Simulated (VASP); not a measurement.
Input:

```yaml
crystal:
  lattice:
    - [-1.53821, 1.53821, 3.76483]
    - [1.53821, -1.53821, 3.76483]
    - [1.53821, 1.53821, -3.76483]
  atoms:
    - { symbol: Re, position: [0.00000, 0.00000, 0.00000] }
    - { symbol: Co, position: [0.33530, 0.33530, 0.00000], spin: 3.0 }
    - { symbol: Co, position: [0.66470, 0.66470, 0.00000], spin: 3.0 }
```

These are PBE GGA, VASP's PBE PAW potentials (set 64) (plane waves; VASP) values and carry that method's errors. Settings: 300 eV cut-off, 7×7×7 Γ-centred mesh, Gaussian smearing of 0.10 eV, potentials Re Co.

Problem. Give the spin-up energies of bands 5 to 18 at the high-symmetry points, in eV from the Fermi level.

Solution. 
```
band      Γ      X      P      N      M      S      R
----  -----  -----  -----  -----  -----  -----  -----
5     -2.85  -2.71  -2.34  -3.24  -2.07  -3.44  -2.98
6     -2.69  -2.60  -2.24  -2.87  -2.07  -3.37  -2.71
7     -1.47  -2.59  -2.24  -2.56  -1.98  -1.30  -2.60
8     -1.47  -1.85  -1.78  -2.13  -1.98  -1.26  -1.73
9     -1.36  -1.40  -1.78  -0.85  -1.87  -0.92  -1.71
10    -1.36  -0.61  -1.17  -0.53  -1.70  -0.60  -1.46
11    -1.32  -0.56  -0.95  -0.19  -1.06  -0.37  -0.50
12    -0.85  -0.52  -0.61   0.08  -0.32  -0.24  -0.45
13    -0.85  -0.51  -0.52   0.26   0.05  -0.04   0.13
14    -0.30   0.91   1.16   1.31   1.64   0.76   0.95
15     0.56   1.52   2.03   1.37   1.64   1.11   1.53
16     1.89   2.03   3.47   1.46   1.95   1.26   2.49
17     5.68   5.50   3.47   2.19   2.25   2.04   4.13
18     8.84   5.92   6.58   2.85   7.13   2.58   5.44
```

Problem. Give the spin-down energies of bands 5 to 18 at the high-symmetry points, in eV from the Fermi level.

Solution. 
```
band      Γ      X      P      N      M      S      R
----  -----  -----  -----  -----  -----  -----  -----
5     -2.80  -2.64  -2.29  -3.21  -2.03  -3.40  -2.93
6     -2.62  -2.55  -2.17  -2.84  -2.03  -3.30  -2.64
7     -1.40  -2.54  -2.17  -2.48  -1.91  -1.26  -2.55
8     -1.40  -1.78  -1.74  -2.06  -1.91  -1.21  -1.65
9     -1.29  -1.32  -1.74  -0.73  -1.84  -0.85  -1.64
10    -1.29  -0.54  -1.08  -0.37  -1.63  -0.47  -1.39
11    -1.24  -0.43  -0.88  -0.11  -0.89  -0.25  -0.35
12    -0.84  -0.41  -0.43   0.13  -0.22  -0.16  -0.32
13    -0.84  -0.34  -0.34   0.36   0.15   0.08   0.24
14    -0.23   0.94   1.21   1.32   1.69   0.82   0.98
15     0.70   1.58   2.03   1.44   1.69   1.16   1.60
16     1.90   2.03   3.51   1.51   1.99   1.30   2.50
17     5.72   5.54   3.51   2.22   2.28   2.07   4.17
18     8.86   5.96   6.60   2.85   7.14   2.58   5.48
```

It has no gap at this level: it comes out as a metal or semimetal.

The structure was generated: Co2Re was put into an ordered model structure, which need not be its known phase. The cell was not relaxed at this level. The k-mesh is coarse (spacing up to 0.41 per Å, 2π included), so the numbers may not be converged in it.
